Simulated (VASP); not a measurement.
Calculation: PBE GGA, VASP's PBE PAW potentials (set 64) (plane waves; VASP).

VASP ran on this input.

POSCAR:
```
PbO
1
    4.0467040000     0.0000000000     0.0000000000
    0.0000000000     4.0467040000     0.0000000000
    0.0000000000     0.0000000000     5.3218860000
Pb O
2 2
Direct
  0.5000000000   0.0000000000   0.2259700000
  0.0000000000   0.5000000000   0.7740300000
  0.5000000000   0.5000000000   0.0000000000
  0.0000000000   0.0000000000   0.0000000000
```

### INCAR
```
SYSTEM=PbO
PREC=Accurate; ENCUT=400; LREAL=.FALSE.
LASPH=.TRUE.
EDIFF=1E-6; NELM=100; ALGO=Normal
LMAXMIX=4
ISMEAR=-1; SIGMA=0.2
GGA=PE
ISIF=2
LWAVE=.FALSE.; LCHARG=.FALSE.
```

KPOINTS:
```
Automatic mesh
0
Gamma
6 6 4
0.5 0.5 0.5
```

POTCAR, in this order: Pb_d O (PBE.64 set). Program: vasp_std.

Output of the run:

**OSZICAR**
```
       N       E                     dE             d eps       ncg     rms          rms(c)
DAV:   1     0.418606470984E+03    0.41861E+03   -0.17527E+04   576   0.162E+03
DAV:   2     0.275150090903E+02   -0.39109E+03   -0.38428E+03   616   0.452E+02
DAV:   3    -0.247742292406E+02   -0.52289E+02   -0.51227E+02   776   0.180E+02
DAV:   4    -0.262782742643E+02   -0.15040E+01   -0.15033E+01   624   0.365E+01
DAV:   5    -0.263341074924E+02   -0.55833E-01   -0.55829E-01   824   0.640E+00    0.123E+01
DAV:   6    -0.217588020052E+02    0.45753E+01   -0.37307E+01   896   0.445E+01    0.563E+00
DAV:   7    -0.215733683370E+02    0.18543E+00   -0.35442E+00   720   0.138E+01    0.264E+00
DAV:   8    -0.215812973564E+02   -0.79290E-02   -0.10176E+00   840   0.717E+00    0.149E+00
DAV:   9    -0.215387770197E+02    0.42520E-01   -0.24793E-01   896   0.411E+00    0.302E-01
DAV:  10    -0.215417941262E+02   -0.30171E-02   -0.23631E-02   728   0.972E-01    0.107E-01
DAV:  11    -0.215416815638E+02    0.11256E-03   -0.50080E-03   992   0.564E-01    0.899E-02
DAV:  12    -0.215416097176E+02    0.71846E-04   -0.41625E-04   752   0.215E-01    0.581E-02
DAV:  13    -0.215415870866E+02    0.22631E-04   -0.48000E-04  1000   0.180E-01    0.191E-02
DAV:  14    -0.215415802650E+02    0.68216E-05   -0.11240E-04   840   0.105E-01    0.624E-03
DAV:  15    -0.215415793563E+02    0.90867E-06   -0.13823E-05   720   0.391E-02    0.211E-03
DAV:  16    -0.215415796135E+02   -0.25722E-06   -0.10012E-06   392   0.110E-02
   1 F= -.21541580E+02 E0= -.21539233E+02  d E =-.469421E-02
```

File OUTCAR:
```
------------------------ aborting loop because EDIFF is reached ----------------------------------------
  FORCE on cell =-STRESS in cart. coord.  units (eV):
  Direction    XX          YY          ZZ          XY          YZ          ZX
  --------------------------------------------------------------------------------------
  Total       -1.1591850     -1.1591850     -1.3475209      0.0000000      0.0000000      0.0000000
  in kB      -21.3105608    -21.3105608    -24.7729459      0.0000000      0.0000000      0.0000000
  external PRESSURE =     -22.4646892 kB  Pullay stress =       0.0000000 kB
  volume of cell :       87.15
      direct lattice vectors                 reciprocal lattice vectors
     4.046704000  0.000000000  0.000000000     0.247114689  0.000000000  0.000000000
     0.000000000  4.046704000  0.000000000     0.000000000  0.247114689  0.000000000
     0.000000000  0.000000000  5.321886000     0.000000000  0.000000000  0.187903311
 POSITION                                       TOTAL-FORCE (eV/Angst)
 -----------------------------------------------------------------------------------
      2.02335      0.00000      1.20259        -0.000000      0.000000     -0.160890
      0.00000      2.02335      4.11930         0.000000      0.000000      0.160890
      2.02335      2.02335      0.00000        -0.000000      0.000000      0.000000
      0.00000      0.00000      0.00000         0.000000     -0.000000      0.000000
 -----------------------------------------------------------------------------------
    total drift:                                0.000000      0.000000      0.000000
  FREE ENERGIE OF THE ION-ELECTRON SYSTEM (eV)
  ---------------------------------------------------
  free  energy   TOTEN  =       -21.5415796135 eV

  energy  without entropy=      -21.5368854040  energy(sigma->0) =      -21.53923251
```
(Selected blocks of OUTCAR.)

At this cut-off the stress carries a Pulay error, which pulls relaxed volumes low.

The structure comes from a computed database's PbO entry; how it stands against other phases isn't given here. The cell was not relaxed at this level. The run is one of a series of settings (SIGMA = 0.2 against the base run), some of them coarse on purpose.
